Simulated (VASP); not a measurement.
CdSe, 2 atoms in the cell. The structure is cubic, space group F-43m (No. 216). Conventional cell: a = 6.300 Å, b = 6.300 Å, c = 6.300 Å, α = 90.00°, β = 90.00°, γ = 90.00°. Around Cd (site symmetry -43m) lie 4 Se at 2.73 Å. Se (site symmetry -43m) has 4 Cd at 2.73 Å as nearest neighbours. Measurements of this composition are mostly on another form, of space group No. 186.

```yaml
Program: VASP 6.6.1
Task: single point
Functional: r2SCAN
Potentials_or_basis: VASP PAW PBE potentials, release 64 (Cd, Se)
Cutoff: 520 eV
k_mesh: 5 × 5 × 5
Occupations: gaussian, width 0.01 eV
Spin: no spin polarisation
Dipole_correction: no
Further_INCAR_settings: ALGO = Normal; EDIFF = 1e-06; NBANDS = 16
```

Potentials or basis: VASP PAW PBE potentials, release 64 (Cd, Se).

Run with:

```console
$ cat potpaw_PBE.64/Cd/POTCAR potpaw_PBE.64/Se/POTCAR > POTCAR
$ cp INCAR.step1 INCAR
$ mpirun -np 1 vasp_std > vasp.out
$ cp INCAR.step2 INCAR
$ mpirun -np 1 vasp_std > vasp.out
```

Hardware: 1 thread of Intel(R) Xeon(R) 6975P-C (Granite Rapids), with other jobs on the host.

Estimate the wall time of this run.

Wall time 30 s on 1 thread of Intel(R) Xeon(R) 6975P-C (Granite Rapids), on a shared host, peak memory 0.22 GiB. Counts: scf iterations 10, k points 10.
